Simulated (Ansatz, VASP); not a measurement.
# Sr2ZnSbN in two plane-wave programs, part 2 of 2

Wanted: the spread between two codes on one cell, functional and k mesh. The cell is invented: As first built, before any earlier steps moved the atoms (in the runner's words): it takes the Sr2ZnSb2 structure with some of its atoms replaced by other elements, volume scaled by an estimate. It may not be a known or stable phase. The cell is taken from a series of VASP runs on this material, whose earlier steps may have relaxed, scaled or displaced it; both programs get it as it stands. Valence electrons are named where the data sets of a main pair hold unlike numbers.

VASP 6.6.1 and Ansatz 0.2.0.

So far. Step 2 (Ansatz: single point, PBEsol): The run ends at a pressure of -0.25 GPa, with forces up to 0.033 eV/Å. Step 3 (VASP: single point, PBEsol): The run ends at a pressure of 0.01 GPa, with forces up to 0.0031 eV/Å.

### 6. VASP: band structure, PBEsol

Level of this step: PBEsol; plane waves and PAW (Sb, Sr_sv, Zn, N); invented cell (VASP).

The same path points are solved in both programs, so levels can be compared one by one.

Contents of INCAR:

```
SYSTEM = Sr2ZnSbN
PREC = Accurate
ENCUT = 520
EDIFF = 1E-06
NELM = 100
ISMEAR = 0
SIGMA = 0.05
LREAL = .FALSE.
ALGO = Normal
GGA = PS
NBANDS = 36
LORBIT = 11
LWAVE = .FALSE.
LCHARG = .FALSE.
KPAR = 2
```

Contents of POSCAR:

```
Sr2ZnSbN
1.0
    4.1713346955      0.0000000000      0.0000000000
   -2.0856673477      3.6124822935      0.0000000000
    0.0000000000      0.0000000000      8.2546526155
Sb Sr Zn N
1 2 1 1
Direct
    0.0000000000      0.0000000000      0.0000000000
    0.3333333300      0.6666666700      0.6756948073
    0.3333333300      0.6666666700      0.3243051927
    0.6666666700      0.3333333300      0.0000000000
    0.6666666700      0.3333333300      0.5000000000
```

Contents of KPOINTS:

```
Automatic mesh
0
Gamma
7 7 4
0 0 0
```

Contents of KPOINTS_OPT:

```
Line mode
16
Line-mode
Reciprocal
  0.00000000   0.00000000   0.00000000 GAMMA
  0.50000000   0.00000000   0.00000000 M

  0.50000000   0.00000000   0.00000000 M
  0.33333333   0.33333333   0.00000000 K

  0.33333333   0.33333333   0.00000000 K
  0.00000000   0.00000000   0.00000000 GAMMA

  0.00000000   0.00000000   0.00000000 GAMMA
  0.00000000   0.00000000   0.50000000 A

  0.00000000   0.00000000   0.50000000 A
  0.50000000   0.00000000   0.50000000 L

  0.50000000   0.00000000   0.50000000 L
  0.33333333   0.33333333   0.50000000 H

  0.33333333   0.33333333   0.50000000 H
  0.00000000   0.00000000   0.50000000 A

  0.50000000   0.00000000   0.50000000 L
  0.50000000   0.00000000   0.00000000 M

  0.33333333   0.33333333   0.00000000 K
  0.33333333   0.33333333   0.50000000 H
```

Potentials, in the order of the species: Sb, Sr_sv, Zn and N (PBE family, release 64).

Started as:

```sh
> mpirun -np 2 vasp_std
```

Numbers of over 12 decimals in the logs are rounded to 6 here.

Log:

```text
[banner, memory and clock lines left out]
running    2 mpi-ranks, on    1 nodes
[...]
[... a notice as in an earlier step ...]

 LDA part: xc-table for (Slater+PW92), standard interpolation
 POSCAR, INCAR and KPOINTS ok, starting setup
[...]
entering main loop
       N       E                     dE             d eps       ncg     rms          rms(c)
DAV:   1     0.307453432285E+03    0.30745E+03   -0.18217E+04  1728   0.114E+03
DAV:   2     0.963199989124E+01   -0.29782E+03   -0.27943E+03  1916   0.296E+02
DAV:   3    -0.232979167183E+02   -0.32930E+02   -0.32431E+02  2452   0.909E+01
DAV:   4    -0.247091259121E+02   -0.14112E+01   -0.14009E+01  2576   0.164E+01
[...]
DAV:  13    -0.201201771830E+02    0.14239E-05   -0.10507E-04  2072   0.651E-02    0.116E-02
DAV:  14    -0.201201786223E+02   -0.14393E-05   -0.11719E-05  2280   0.206E-02    0.830E-03
DAV:  15    -0.201201781507E+02    0.47158E-06   -0.37721E-06  1756   0.794E-03
   1 F= -.20120178E+02 E0= -.20120178E+02  d E =-.167486E-08
 Start KPOINTS_OPT (optional k-point list driver)
k-point batch [1-24\144]
       N       E                     dE             ncg
DAV:   1    -0.613765749739E+03   -0.20116E+05     1728
DAV:   2    -0.753910322353E+04   -0.69253E+04     1912
DAV:   3    -0.829807854846E+04   -0.75898E+03     2412
DAV:   4    -0.833907563651E+04   -0.40997E+02     2544
DAV:   5    -0.834011238675E+04   -0.10368E+01     2344
DAV:   6    -0.834013022922E+04   -0.17842E-01     2464
DAV:   7    -0.834013066869E+04   -0.43946E-03     2368
DAV:   8    -0.834013067436E+04   -0.56789E-05     2056
DAV:   9    -0.834013067458E+04   -0.21466E-06     1568
[...]
k-point batch [121-144\144]
       N       E                     dE             ncg
DAV:   1    -0.851562802930E+03   -0.32438E+05     1728
DAV:   2    -0.766083339748E+04   -0.68093E+04     1924
DAV:   3    -0.840001973532E+04   -0.73919E+03     2512
DAV:   4    -0.843271709579E+04   -0.32697E+02     2436
DAV:   5    -0.843372803902E+04   -0.10109E+01     2500
DAV:   6    -0.843374154734E+04   -0.13508E-01     2356
DAV:   7    -0.843374180643E+04   -0.25909E-03     2548
DAV:   8    -0.843374181014E+04   -0.37074E-05     1936
DAV:   9    -0.843374181027E+04   -0.13477E-06     1604
```

Parts of OUTCAR (step 6):

```text
  Total        0.0060993      0.0060993      0.0068915      0.0000000      0.0000000      0.0000000
  in kB        0.0785622      0.0785622      0.0887655      0.0000000      0.0000000      0.0000000
  external PRESSURE =       0.0819633 kB  Pullay stress =       0.0000000 kB

 POSITION                                       TOTAL-FORCE (eV/Angst)
 -----------------------------------------------------------------------------------
      0.00000      0.00000      0.00000         0.000000     -0.000000      0.000000
     -0.00000      2.40832      5.57763        -0.000000      0.000000      0.002887
     -0.00000      2.40832      2.67703        -0.000000      0.000000     -0.002887
      2.08567      1.20416      0.00000         0.000000     -0.000000      0.000000
      2.08567      1.20416      4.12733         0.000000     -0.000000      0.000000
 -----------------------------------------------------------------------------------
    total drift:                                0.000014     -0.000000      0.000000

  FREE ENERGIE OF THE ION-ELECTRON SYSTEM (eV)
  ---------------------------------------------------
  free  energy   TOTEN  =       -20.1201781507 eV

  energy  without entropy=      -20.1201781491  energy(sigma->0) =      -20.12017815

[... 1 part as in an earlier step ...]

[... 2 further parts left out ...]
[key lines of the parts left out:]
E-fermi :   3.4437
```

Spin-orbit coupling is off here; with elements this heavy it splits and shifts levels by tenths of an eV or more.

### 7. Ansatz: band structure, PBEsol

The same cell, functional, mesh and smearing now go to Ansatz, which takes its cutoff from its data sets.

The cell is taken from a series of VASP runs on this material, whose earlier steps may have relaxed, scaled or displaced it; both programs get it as it stands.

Contents of input.yaml:

```yaml
crystal:
  lattice:
    - [4.1713346955, 0.0, 0.0]
    - [-2.0856673477, 3.6124822935, 0.0]
    - [0.0, 0.0, 8.2546526155]
  atoms:
    - { symbol: Sb, position: [0.0, 0.0, 0.0] }
    - { symbol: Sr, position: [0.33333333, 0.66666667, 0.6756948073] }
    - { symbol: Sr, position: [0.33333333, 0.66666667, 0.3243051927] }
    - { symbol: Zn, position: [0.66666667, 0.33333333, 0.0] }
    - { symbol: "N", position: [0.66666667, 0.33333333, 0.5] }
hamiltonian:
  xc: pbesol
  pseudopotentials: { kind: paw }
kpoints:
  mp_grid: { grid: [7, 7, 4] }
  band_path:
    path:
      - [0.0, 0.0, 0.0]
      - [0.13333, 0.0, 0.0]
      - [0.3, 0.0, 0.0]
      - [0.46667, 0.0, 0.0]
      - [0.46667, 0.06667, 0.0]
      - [0.41111, 0.17778, 0.0]
      - [0.35556, 0.28889, 0.0]
      - [0.28889, 0.28889, 0.0]
      - [0.17778, 0.17778, 0.0]
      - [0.06667, 0.06667, 0.0]
      - [0.0, 0.0, 0.03333]
      - [0.0, 0.0, 0.2]
      - [0.0, 0.0, 0.36667]
      - [0.0, 0.0, 0.5]
      - [0.16667, 0.0, 0.5]
      - [0.3, 0.0, 0.5]
      - [0.46667, 0.0, 0.5]
      - [0.46667, 0.06667, 0.5]
      - [0.41111, 0.17778, 0.5]
      - [0.35556, 0.28889, 0.5]
      - [0.33333, 0.33333, 0.5]
      - [0.28889, 0.28889, 0.5]
      - [0.17778, 0.17778, 0.5]
      - [0.06667, 0.06667, 0.5]
      - [0.5, 0.0, 0.46667]
      - [0.5, 0.0, 0.3]
      - [0.5, 0.0, 0.13333]
      - [0.33333, 0.33333, 0.0]
      - [0.33333, 0.33333, 0.16667]
      - [0.33333, 0.33333, 0.33333]
      - [0.33333, 0.33333, 0.5]
    npoints: 1
scf:
  occupations: { method: gaussian, width: 0.05 }
  n_extra_bands: 8
output:
  forces: true
  stress: true
  eigenvalues: true
  write_density: true
  write_potential: true
  elf: true
  volumetric_format: npy
```

Started as:

```sh
> ansatz run input.yaml --threads 2 --pin off --max-ram 4608MiB --backend cpu --events-out ev --progress --plain --runs-dir out
```

Log:

```text
[...]
Crystal: 5 atoms, lattice volume = 124.388 Å³
Basis set: ecut = 420 eV, 2409 PW (Γ), exchange–correlation on 60×60×120 points (8 copies of the dense FFT grid, shifted against one another)
Bands: 34, of which v1, the nominal top of the filled ones, is band 26 counted from 1 (25 counted from 0)
Symmetry: 12 space group operations
[...]
k-point 0: bands = [... 22 lower, 7.5620, 7.6469, 8.1387, 8.1387, 9.2586, 9.7992, 11.1139, 11.1139, ... 4 higher]
  k-point 1: bands = [... 22 lower, 7.6337, 7.6337, 8.0383, 8.0383, 9.8362, 9.9033, 11.2678, 11.2678, ... 4 higher]
  k-point 2: bands = [... 22 lower, 7.8163, 7.8163, 7.8279, 7.8279, 9.8930, 10.5724, 11.5585, 11.5585, ... 4 higher]
  k-point 23: bands = [... 22 lower, 6.3543, 7.1278, 7.8131, 7.8196, 8.5219, 11.0686, 11.4357, 12.1400, ... 4 higher]
[key lines of the parts left out:]
SCF converged after 7 iterations
Free energy (F): -17053.616014 eV
Fermi energy:    8.326802 eV
P = ⅓ Tr σ = -0.2532 GPa (-2.532 kbar)
```

The job ended after 11 s (2 threads of Arm Neoverse V1, shared host; peak memory 0.43 GiB).

### 8. Comparison

What differs besides the data sets and the points named for the pairs above, as far as they apply: the data sets hold 52 valence electrons in Ansatz (on its default PAW (the set named soft_2) files) and 42 in VASP. Total energies have different zeros and are not compared.

Both answers:

| quantity | Ansatz | VASP | difference |
| --- | --- | --- | --- |
| pressure (GPa) | -0.25 | 0.01 | -0.26 |
| pressure without Ansatz's Pulay correction (GPa) | -0.35 | 0.01 | -0.36 |
| gap over the path points (eV) | 0.224 | 0.204 | +0.020 |

Levels at points of the path, from each program's valence-band top (eV; 4 filled, then empty):

```
k (reciprocal lattice)                                  Ansatz                                    VASP
     0.000 0.000 0.000    -0.58 -0.49 0.00 0.00 1.12 1.66 2.98    -0.59 -0.50 0.00 0.00 1.11 1.68 2.95
     0.133 0.000 0.000  -0.86 -0.55 -0.46 -0.22 1.55 2.11 3.31  -0.86 -0.56 -0.47 -0.23 1.54 2.10 3.31
     0.300 0.000 0.000  -1.78 -0.93 -0.48 -0.25 1.26 2.14 2.78  -1.78 -0.95 -0.49 -0.26 1.25 2.13 2.77
     0.467 0.000 0.000  -1.92 -1.05 -0.75 -0.24 0.90 1.31 3.29  -1.93 -1.07 -0.77 -0.25 0.89 1.30 3.29
     0.467 0.067 0.000  -1.86 -1.04 -0.76 -0.28 1.23 1.26 3.31  -1.86 -1.05 -0.78 -0.29 1.22 1.25 3.30
     0.411 0.178 0.000  -1.73 -1.00 -0.68 -0.30 1.13 2.44 3.30  -1.74 -1.02 -0.70 -0.32 1.12 2.42 3.29
     0.356 0.289 0.000  -1.57 -1.00 -0.63 -0.27 0.97 2.84 3.67  -1.58 -1.02 -0.64 -0.28 0.96 2.83 3.66
     0.289 0.289 0.000  -1.67 -0.99 -0.61 -0.28 1.06 2.85 3.57  -1.68 -1.01 -0.62 -0.30 1.04 2.84 3.55
     0.178 0.178 0.000  -2.54 -0.90 -0.46 -0.33 2.10 2.43 3.25  -2.55 -0.91 -0.47 -0.35 2.08 2.41 3.24
     0.067 0.067 0.000  -0.81 -0.48 -0.47 -0.23 1.49 2.43 2.69  -0.82 -0.49 -0.48 -0.23 1.47 2.43 2.67
```

At this near-relaxed geometry the largest component of a force difference is 36 meV/Å. Among the levels compared at these points, filled levels agree within 18 meV and empty ones within 28 meV. Ansatz's pressure holds a Pulay correction of 0.10 GPa; VASP's holds none.

### 9. Further runs

Further runs change the set-up of one program: Ansatz's method, potentials or start, or VASP's data sets, cutoff or form of LDA. The table gives Ansatz less VASP for each quantity, since a change that brings one quantity closer may part another.

```csv
run,r.m.s. force difference (meV/Å),pressure (GPa),gap over the path points (eV),pressure without Ansatz's Pulay correction (GPa)
as above,13,-0.26,0.020,-0.36
cores kept as stored,13,-0.25,0.019,-0.35
Ansatz's larger PAW set (cutoff 900 eV),13,-0.26,0.020,
norm-conserving potentials (cutoff 1143 eV),13,-0.29,0.021,
```

### 10. What came out

- r.m.s. force difference (single point, PBEsol): 13 meV/Å
- r.m.s. force difference (band structure, PBEsol): 13 meV/Å

The r.m.s. force difference is 13 meV/Å (single point, PBEsol), beyond the 12 meV/Å picked in this series as the mark of a large difference. The data sets hold unlike numbers of valence electrons (52 in Ansatz and 42 in VASP), so part of the differences comes from the potentials. For single point, PBEsol, no further run moves any of the tabulated differences by more than a quarter of its size. For band structure, PBEsol, no further run moves any of the tabulated differences by more than a quarter of its size. 2 further runs of this series are not shown here. Such differences can come from data sets, numerical settings and the points named under the comparisons, not from the functional's error against experiment.

[Lines on the potential files, build, host, timing and source positions are cut from VASP's logs without a mark.]

[Logs are printed without paths, hosts, clocks, repeated set-up lines and the standing remarks that a program may print on its own settings, such as how far it seeks lower states.]

[Hosts, paths, dates, database ids (printed as entryN), source tags and the programs' standing remarks are cut or masked in the printed files.]
